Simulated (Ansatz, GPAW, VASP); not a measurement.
**YSe (P1, 2 atoms in the cell) computed with different codes at matched settings**

Self-consistent single point, at a second geometry (atoms moved at random). First geometry:

```
YSe
1.0
    0.00000     2.87839     2.87839
    2.87839     0.00000     2.87839
    2.87839     2.87839     0.00000
Y Se
1 1
Direct
  0.50000   0.50000   0.50000
  0.00000   0.00000   0.00000
```

Second geometry:
```
CELL_PARAMETERS angstrom
      0.00000     2.87839     2.87839
      2.87839     0.00000     2.87839
      2.87839     2.87839     0.00000
ATOMIC_POSITIONS crystal
  Y  0.49943 0.52121 0.49123
  Se 0.00057 0.97879 0.00877
```

Shared settings, as Ansatz (a quantum-chemistry and plane-wave program) writes them: kpoints.mp_grid.grid = 8 8 8; scf.occupations.method = gaussian; scf.occupations.width = 0.2 eV. Potentials and cutoffs stand in the table.

| code | model | ΔF from the first geometry (meV/atom) | pressure (GPa) | largest force (eV/Å) | cutoff |
|---|---|---|---|---|---|
| VASP | PBEsol, VASP's PBE PAW potentials (set 64) | 33.6 | -1.98 | 0.902 | 300 eV |
| Ansatz | PBEsol, PAW files made with PBE | 33.4 | -1.98 | 0.897 | default |
| GPAW | PBEsol, GPAW PAW datasets PBEsol (made by gpaw-setup) | 33.2 | -2.19 | 0.893 | 550 eV |

The spread over the programs that give each value: ΔF from the first geometry within 0.4 meV/atom; pressure within 0.21 GPa; largest force within 0.009 eV/Å.

Ansatz's pressure is given at a fixed set of plane waves, as the other plane-wave codes print theirs.

VASP's run is marked for a possible Pulay error in its stress at this cutoff; no cutoff test was made.

The starting cell comes from a database of computed structures (which also holds hypothetical and non-ambient phases and stackings), without a prior relaxation at this level. For this run, on top of that: atoms moved at random.

Left out of this page: Quantum ESPRESSO, ABINIT, CP2K, Elk, FLEUR and SIESTA (not drawn, or without a comparable value).

Keys are those of Ansatz 0.2.
